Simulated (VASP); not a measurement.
Here is the system:

```xyz
1
Lattice="0.0000 1.7727 1.7727 1.7816 0.0000 1.7727 1.7816 1.7727 0.0000" Properties=species:S:1:pos:R:3 pbc="T T T"
Cu     0.0000     0.0000     0.0000
```

Computed with PBEsol GGA, VASP's PBE PAW potentials (set 64) (plane waves; VASP). Run with 480 eV cut-off, 16×16×16 Γ-centred mesh, first-order Methfessel-Paxton smearing of 0.10 eV, potentials Cu.

Give the stress tensor in GPa (positive for a compressed cell).

```
1.98  0.00  0.00
0.00  2.42  0.00
0.00  0.00  2.42
```
The pressure is its mean diagonal, 2.27 GPa.

The compound is Cu in the fcc structure. This cell was strained or had an atom moved on purpose.
